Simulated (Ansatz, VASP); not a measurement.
# SbW: VASP beside Ansatz, part 2 of 2

One calculation is typed for both programs; each brings its own data sets and cutoff. How far apart do they land? The cell is invented: As first built, before any earlier steps moved the atoms (in the runner's words): it takes the AlRu structure with all of its atoms replaced by other elements, volume scaled by an estimate. It may not be a known or stable phase. The cell is taken from a series of VASP runs on this material, whose earlier steps may have relaxed, scaled or displaced it; both programs get it as it stands. Other levels of theory on this material are compared in a session of their own.

VASP 6.6.1 and Ansatz 0.2.0.

So far. Step 3 (VASP: band structure, LDA): At this level the cell is under a tension of 8.3 GPa, so at these settings it is away from equilibrium.

### 5. VASP: band structure, PBEsol

Level of this step: PBEsol; plane waves and PAW (W, Sb); invented cell (VASP).

A single point gives forces, pressure and levels at one fixed geometry, so differences don't come from the geometry; what else differs is listed under the comparison.

The input, INCAR:

```
SYSTEM = SbW
PREC = Accurate
ENCUT = 400
EDIFF = 1E-06
NELM = 100
ISMEAR = 0
SIGMA = 0.02
LREAL = .FALSE.
ALGO = Normal
GGA = PS
LORBIT = 11
LWAVE = .FALSE.
LCHARG = .FALSE.
KPAR = 4
```

The input, POSCAR:

```
SbW
1.0
    3.3225044081      0.0000000000      0.0000000000
    0.0000000000      3.3225044081      0.0000000000
    0.0000000000      0.0000000000      3.3225044081
W Sb
1 1
Direct
    0.5000000000      0.5000000000      0.5000000000
    0.0000000000      0.0000000000      0.0000000000
```

The input, KPOINTS:

```
Automatic mesh
0
Gamma
4 4 4
0 0 0
```

The input, KPOINTS_OPT:

```
Line mode
16
Line-mode
Reciprocal
  0.00000000   0.00000000   0.00000000 GAMMA
  0.00000000   0.50000000   0.00000000 X

  0.00000000   0.50000000   0.00000000 X
  0.50000000   0.50000000   0.00000000 M

  0.50000000   0.50000000   0.00000000 M
  0.00000000   0.00000000   0.00000000 GAMMA

  0.00000000   0.00000000   0.00000000 GAMMA
  0.50000000   0.50000000   0.50000000 R

  0.50000000   0.50000000   0.50000000 R
  0.00000000   0.50000000   0.00000000 X

  0.50000000   0.50000000   0.00000000 M
  0.50000000   0.50000000   0.50000000 R
```

PAW data sets: W and Sb (PBE family, release 64).

The run is started by

```bash
$ mpirun -np 4 vasp_std
```

Numbers of over 12 decimals in the logs are rounded to 6 here.

Log:

```text
[banner, memory and clock lines left out]
running    4 mpi-ranks, on    1 nodes
[...]
[... a notice as in an earlier step ...]

 LDA part: xc-table for (Slater+PW92), standard interpolation
 POSCAR, INCAR and KPOINTS ok, starting setup
[...]
entering main loop
       N       E                     dE             d eps       ncg     rms          rms(c)
DAV:   1     0.236293205560E+02    0.23629E+02   -0.34467E+03   180   0.743E+02
DAV:   2    -0.156229017007E+02   -0.39252E+02   -0.37780E+02   239   0.162E+02
DAV:   3    -0.179327898209E+02   -0.23099E+01   -0.22054E+01   227   0.343E+01
DAV:   4    -0.179869589493E+02   -0.54169E-01   -0.53334E-01   269   0.490E+00
[...]
DAV:  10    -0.172922195184E+02    0.41107E-04   -0.88685E-05   198   0.859E-02    0.129E-02
DAV:  11    -0.172922177040E+02    0.18144E-05   -0.94078E-06   223   0.183E-02    0.902E-03
DAV:  12    -0.172922177539E+02   -0.49916E-07   -0.10822E-06   120   0.667E-03
   1 F= -.17292218E+02 E0= -.17290221E+02  d E =-.399434E-02
 Start KPOINTS_OPT (optional k-point list driver)
k-point batch [1-10\96]
       N       E                     dE             ncg
DAV:   1     0.105830614043E+04    0.53778E+03      180
DAV:   2     0.645981603727E+03   -0.41232E+03      230
DAV:   3     0.625159808722E+03   -0.20822E+02      227
DAV:   4     0.624482506119E+03   -0.67730E+00      202
DAV:   5     0.624462438576E+03   -0.20068E-01      217
DAV:   6     0.624461967191E+03   -0.47138E-03      224
DAV:   7     0.624461952367E+03   -0.14824E-04      209
DAV:   8     0.624461951789E+03   -0.57789E-06      156
[...]
k-point batch [91-96\96]
       N       E                     dE             ncg
DAV:   1     0.221847717645E+04   -0.21747E+04      108
DAV:   2     0.202294052626E+04   -0.19554E+03      122
DAV:   3     0.201268229977E+04   -0.10258E+02      144
DAV:   4     0.201227446162E+04   -0.40784E+00      154
DAV:   5     0.201227101410E+04   -0.34475E-02      176
DAV:   6     0.201227100303E+04   -0.11067E-04      140
DAV:   7     0.201227100292E+04   -0.11520E-06      148
```

Parts of OUTCAR (step 5):

```text
  Total       -1.4378452     -1.4378452     -1.4378452      0.0000000     -0.0000000     -0.0000000
  in kB      -62.8095988    -62.8095988    -62.8095988      0.0000000     -0.0000000     -0.0000000
  external PRESSURE =     -62.8095988 kB  Pullay stress =       0.0000000 kB

  FREE ENERGIE OF THE ION-ELECTRON SYSTEM (eV)
  ---------------------------------------------------
  free  energy   TOTEN  =       -17.2922177539 eV

  energy  without entropy=      -17.2882234099  energy(sigma->0) =      -17.29022058

[... 3 parts as in an earlier step ...]

[... 1 further part left out ...]
[key lines of the parts left out:]
E-fermi :  10.1012
```

At this level the cell is under a tension of 6.3 GPa, so at these settings it is away from equilibrium.

### 6. Ansatz: band structure, PBEsol

The same cell, functional, mesh and smearing now go to Ansatz, which takes its cutoff from its data sets.

The cell is taken from a series of VASP runs on this material, whose earlier steps may have relaxed, scaled or displaced it; both programs get it as it stands.

The input, input.yaml:

```yaml
crystal:
  lattice:
    - [3.3225044081, 0.0, 0.0]
    - [0.0, 3.3225044081, 0.0]
    - [0.0, 0.0, 3.3225044081]
  atoms:
    - { symbol: W, position: [0.5, 0.5, 0.5] }
    - { symbol: Sb, position: [0.0, 0.0, 0.0] }
hamiltonian:
  xc: pbesol
  pseudopotentials: { kind: paw }
kpoints:
  mp_grid: { grid: [4, 4, 4] }
  band_path:
    path:
      - [0.0, 0.0, 0.0]
      - [0.0, 0.1, 0.0]
      - [0.0, 0.2, 0.0]
      - [0.0, 0.3, 0.0]
      - [0.0, 0.43333, 0.0]
      - [0.0, 0.5, 0.0]
      - [0.1, 0.5, 0.0]
      - [0.2, 0.5, 0.0]
      - [0.33333, 0.5, 0.0]
      - [0.43333, 0.5, 0.0]
      - [0.5, 0.5, 0.0]
      - [0.36667, 0.36667, 0.0]
      - [0.26667, 0.26667, 0.0]
      - [0.16667, 0.16667, 0.0]
      - [0.06667, 0.06667, 0.0]
      - [0.03333, 0.03333, 0.03333]
      - [0.13333, 0.13333, 0.13333]
      - [0.23333, 0.23333, 0.23333]
      - [0.33333, 0.33333, 0.33333]
      - [0.46667, 0.46667, 0.46667]
      - [0.46667, 0.5, 0.46667]
      - [0.36667, 0.5, 0.36667]
      - [0.23333, 0.5, 0.23333]
      - [0.13333, 0.5, 0.13333]
      - [0.03333, 0.5, 0.03333]
      - [0.5, 0.5, 0.03333]
      - [0.5, 0.5, 0.16667]
      - [0.5, 0.5, 0.26667]
      - [0.5, 0.5, 0.36667]
      - [0.5, 0.5, 0.5]
    npoints: 1
scf:
  occupations: { method: gaussian, width: 0.02 }
  n_extra_bands: 7
output:
  forces: true
  stress: true
  eigenvalues: true
```

The run is started by

```bash
$ ansatz run input.yaml --threads 2 --pin off --max-ram 4608MiB --backend cpu --events-out ev --progress --plain --runs-dir out
```

Log:

```text
[...]
Crystal: 2 atoms, lattice volume = 36.677 Å³
Basis set: ecut = 420 eV, 739 PW (Γ), exchange–correlation on 48×48×48 points (8 copies of the dense FFT grid, shifted against one another)
Bands: 22, of which v1, the nominal top of the filled ones, is band 15 counted from 1 (14 counted from 0)
Symmetry: 48 space group operations
[...]
k-points: 10 of 64
[...]
k-point 0: bands = [... 11 lower, 15.6534, 19.3365, 19.3365, 19.3365, 19.6427, 19.6427, 19.6427, 23.4275, ... 3 higher]
  k-point 1: bands = [... 11 lower, 15.9307, 17.2110, 17.2110, 18.9694, 19.6785, 22.6357, 22.6357, 25.6518, ... 3 higher]
  k-point 2: bands = [... 11 lower, 16.2547, 16.3621, 16.3621, 19.7151, 21.0357, 24.5073, 25.9060, 26.0227, ... 3 higher]
  k-point 9: bands = [... 11 lower, 12.6466, 12.6466, 20.9284, 20.9284, 20.9284, 21.3450, 21.3450, 23.4741, ... 3 higher]
[key lines of the parts left out:]
SCF converged after 6 iterations
Free energy (F): -16663.521171 eV
Fermi energy:    18.830475 eV
P = ⅓ Tr σ = -5.6339 GPa (-56.339 kbar)
```

The job ended after 1.6 s (2 threads of Arm Neoverse N1, shared host; peak memory 0.28 GiB; 2.5 s of CPU time).

### 7. Comparison

What differs besides the data sets and the points named for the pairs above, as far as they apply: VASP leaves aspherical gradient terms in its spheres out (LASPH is not set), Ansatz keeps them. Total energies have different zeros and are not compared.

Both answers:

| quantity | Ansatz | VASP | difference |
| --- | --- | --- | --- |
| pressure (GPa) | -5.63 | -6.28 | +0.65 |
| pressure without Ansatz's Pulay correction (GPa) | -5.70 | -6.28 | +0.58 |

Levels from 3 eV below to 2 eV above the Fermi level differ by 17 meV r.m.s. and 52 meV at most; each VASP level is matched to the nearest of Ansatz, which flatters the figure a little. Ansatz's pressure holds a Pulay correction of 0.06 GPa; VASP's holds none.

### 8. VASP: band structure, PBE, spin-orbit coupling

A single point gives forces, pressure and levels at one fixed geometry, so differences don't come from the geometry; what else differs is listed under the comparison.

INCAR, as its differences from that of step 5:

```diff
@@ -9,3 +9,10 @@
 ALGO = Normal
-GGA = PS
+GGA = PE
+LNONCOLLINEAR = .TRUE.
+MAGMOM = 0 0 0 0 0 0
+NBANDS = 22
+GGA_COMPAT = .FALSE.
+LASPH = .TRUE.
+LSORBIT = .TRUE.
+LMAXMIX = 4
 LORBIT = 11
```

POSCAR is that of step 5.

The input, KPOINTS:

```
Automatic mesh
0
Gamma
7 7 7
0 0 0
```

KPOINTS_OPT is that of step 5.

The run is started by

```bash
$ mpirun -np 4 vasp_ncl
```

Log:

```text
[banner, memory and clock lines left out]
running    4 mpi-ranks, on    1 nodes
[...]
LDA part: xc-table for (Slater+PW92), standard interpolation
 POSCAR, INCAR and KPOINTS ok, starting setup
[...]
entering main loop
       N       E                     dE             d eps       ncg     rms          rms(c)
DAV:   1     0.313902561476E+02    0.31390E+02   -0.35193E+03   880   0.670E+02
DAV:   2    -0.140066236927E+02   -0.45397E+02   -0.42930E+02  1082   0.168E+02
DAV:   3    -0.166518188675E+02   -0.26452E+01   -0.25115E+01  1156   0.394E+01
DAV:   4    -0.166861419400E+02   -0.34323E-01   -0.34249E-01   994   0.446E+00
[...]
DAV:  10    -0.160705398538E+02    0.72509E-04   -0.20093E-04   940   0.850E-02    0.643E-02
DAV:  11    -0.160705403581E+02   -0.50429E-06   -0.23947E-05   970   0.345E-02    0.112E-02
DAV:  12    -0.160705410103E+02   -0.65218E-06   -0.31655E-07   680   0.512E-03
   1 F= -.16070541E+02 E0= -.16070088E+02  d E =-.906922E-03  mag=     0.0000     0.0000    -0.0000
 Start KPOINTS_OPT (optional k-point list driver)
k-point batch [1-20\96]
       N       E                     dE             ncg
DAV:   1     0.236263212006E+04   -0.31560E+03      880
DAV:   2     0.136231130334E+04   -0.10003E+04     1092
DAV:   3     0.130054190771E+04   -0.61769E+02     1082
DAV:   4     0.129981840797E+04   -0.72350E+00     1054
DAV:   5     0.129981018486E+04   -0.82231E-02     1046
DAV:   6     0.129981004103E+04   -0.14383E-03     1062
DAV:   7     0.129981003758E+04   -0.34539E-05     1014
DAV:   8     0.129981003748E+04   -0.10262E-06      828
[...]
k-point batch [81-96\96]
       N       E                     dE             ncg
DAV:   1     0.270683530125E+04   -0.49332E+04      704
DAV:   2     0.208268241954E+04   -0.62415E+03      866
DAV:   3     0.204936935148E+04   -0.33313E+02      926
DAV:   4     0.204890724762E+04   -0.46210E+00      800
DAV:   5     0.204890129662E+04   -0.59510E-02      938
DAV:   6     0.204890121383E+04   -0.82783E-04      858
DAV:   7     0.204890121213E+04   -0.17014E-05      936
DAV:   8     0.204890121209E+04   -0.41785E-07      540
```

Parts of OUTCAR (step 8):

```text
  Total        0.0197823      0.0197823      0.0197823     -0.0000000     -0.0000000     -0.0000000
  in kB        0.8641523      0.8641523      0.8641523     -0.0000000     -0.0000000     -0.0000000
  external PRESSURE =       0.8641523 kB  Pullay stress =       0.0000000 kB

  FREE ENERGIE OF THE ION-ELECTRON SYSTEM (eV)
  ---------------------------------------------------
  free  energy   TOTEN  =       -16.0705410103 eV

  energy  without entropy=      -16.0696340882  energy(sigma->0) =      -16.07008755

 magnetization (x)
# of ion       s       p       d       tot
------------------------------------------
    1       -0.000  -0.000   0.000  -0.000
    2       -0.000   0.000  -0.000  -0.000
--------------------------------------------------
tot         -0.000  -0.000   0.000  -0.000

 magnetization (y)
# of ion       s       p       d       tot
------------------------------------------
    1       -0.000  -0.000   0.000  -0.000
    2       -0.000   0.000  -0.000  -0.000
--------------------------------------------------
tot         -0.000  -0.000   0.000  -0.000

 magnetization (z)
# of ion       s       p       d       tot
------------------------------------------
    1        0.000  -0.000   0.000   0.000
    2       -0.000  -0.000   0.000  -0.000
--------------------------------------------------
tot         -0.000  -0.000   0.000  -0.000

[... 2 parts as in an earlier step ...]

[... 2 further parts left out ...]
[key lines of the parts left out:]
E-fermi :  10.0695
```

The run ends at a pressure of 0.09 GPa.

### 9. Ansatz: band structure, PBE, spin-orbit coupling

The same cell, functional, mesh and smearing now go to Ansatz, which takes its cutoff from its data sets.

The cell is taken from a series of VASP runs on this material, whose earlier steps may have relaxed, scaled or displaced it; both programs get it as it stands.

input.yaml, as its differences from that of step 6:

```diff
@@ -9,6 +9,9 @@
 hamiltonian:
-  xc: pbesol
-  pseudopotentials: { kind: paw }
+  xc: pbe
+  pseudopotentials: { kind: paw_fr }
+magnetization:
+  noncollinear: true
+  spin_orbit: true
 kpoints:
-  mp_grid: { grid: [4, 4, 4] }
+  mp_grid: { grid: [7, 7, 7] }
   band_path:
@@ -48,3 +51,3 @@
   occupations: { method: gaussian, width: 0.02 }
-  n_extra_bands: 7
+  n_extra_bands: 14
 output:
```

The run is started by

```bash
$ ansatz run input.yaml --threads 2 --pin off --max-ram 4608MiB --backend cpu --events-out ev --progress --plain --runs-dir out
```

Log:

```text
[...]
non-collinear run that drives no moment, with spin-orbit: no starting moment large enough to seed its density (crystal.atoms[].spin), no starting occupations that ask for one, no magnetisation constraint and no magnetic field, so the semilocal B_xc is pinned to zero
Crystal: 2 atoms, lattice volume = 36.677 Å³
[...]
k-point 1: bands = [... 25 lower, 17.7929, 18.4536, 18.4536, 18.9803, 18.9803, 19.8556, 19.8556, 21.0642, ... 10 higher]
  k-point 2: bands = [... 25 lower, 16.9140, 17.3783, 17.3783, 19.4909, 19.4909, 19.8889, 19.8889, 22.9205, ... 10 higher]
  k-point 19: bands = [... 25 lower, 14.3424, 19.1552, 19.1552, 20.0532, 20.0532, 20.2185, 20.2185, 22.3652, ... 10 higher]
[key lines of the parts left out:]
SCF converged after 7 iterations
Magnetization: |M| = 0.0000 μB,  M = (+0.0000, +0.0000, +0.0000) μB
Free energy (F): -16895.001930 eV
Fermi energy:    18.818191 eV
P = ⅓ Tr σ = 1.0154 GPa (10.154 kbar)
```

It took 14 s on 2 threads; peak memory 0.45 GiB; 26 s of CPU time.

### 10. Comparison

What differs besides the data sets and the points named for the pairs above, as far as they apply: spin-orbit coupling enters by fully relativistic files in Ansatz and inside the spheres in VASP; the data sets hold 29 valence electrons in Ansatz (fully relativistic PAW (standard-fr) files) and 11 in VASP. Total energies have different zeros and are not compared.

Both answers:

| quantity | Ansatz | VASP | difference |
| --- | --- | --- | --- |
| pressure (GPa) | 1.02 | 0.09 | +0.93 |
| pressure without Ansatz's Pulay correction (GPa) | 0.95 | 0.09 | +0.86 |

Levels from 3 eV below to 2 eV above the Fermi level differ by 32 meV r.m.s. and 128 meV at most; each VASP level is matched to the nearest of Ansatz, which flatters the figure a little. Ansatz's pressure holds a Pulay correction of 0.07 GPa; VASP's holds none.

### 11. What came out

```yaml
r_m_s_difference_of_levels_near_the_fermi_level_band_structure_lda: 19 meV
difference_in_pressure_band_structure_lda: -0.67 GPa
r_m_s_difference_of_levels_near_the_fermi_level_band_structure_pbesol: 17 meV
difference_in_pressure_band_structure_pbesol: 0.65 GPa
r_m_s_difference_of_levels_near_the_fermi_level_band_structure_pbe_spin_orbit_coupling: 32 meV
difference_in_pressure_band_structure_pbe_spin_orbit_coupling: 0.93 GPa
```

The difference in pressure is 0.93 GPa (band structure, PBE, spin-orbit coupling), within the 1 GPa picked in this series as the mark of a large difference. 9 further runs of this series are not shown here. How closely two codes agree says nothing of how well the functional describes the real material.

[Lines on the potential files, build, host, timing and source positions are cut from VASP's logs without a mark.]

[Logs are printed without paths, hosts, clocks, repeated set-up lines and the standing remarks that a program may print on its own settings, such as how far it seeks lower states.]

[Hosts, paths, dates, database ids (printed as entryN), source tags and the programs' standing remarks are cut or masked in the printed files.]
